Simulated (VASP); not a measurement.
Data:

```
CELL_PARAMETERS angstrom
     -2.00119     2.00119     5.32567
      2.00119    -2.00119     5.32567
      2.00119     2.00119    -5.32567
ATOMIC_POSITIONS crystal
  Zr 0.00000 0.00000 0.00000
  Zr 0.75000 0.25000 0.50000
  O  0.79850 0.79850 0.00000
  O  0.54850 0.04850 0.50000
  O  0.95150 0.45150 0.50000
  O  0.20150 0.20150 0.00000
```

The numbers are results of PBEsol GGA, VASP's PBE PAW potentials (set 64) (plane waves; VASP), not measurements. Settings: 520 eV cut-off, Gaussian smearing of 0.050 eV, potentials Zr_sv O.

Task: Predict the band gap (along the path) with the smallest direct gap where there is one.

Result: 
| Quantity | Value |
|---|---|
| band gap (along the path) | 3.88 eV |
| smallest direct gap (along the path) | 4.10 eV |

The structure comes from a computed database's ZrO2 entry (I4_1/amd); how it stands against other phases isn't given here. It was relaxed first.
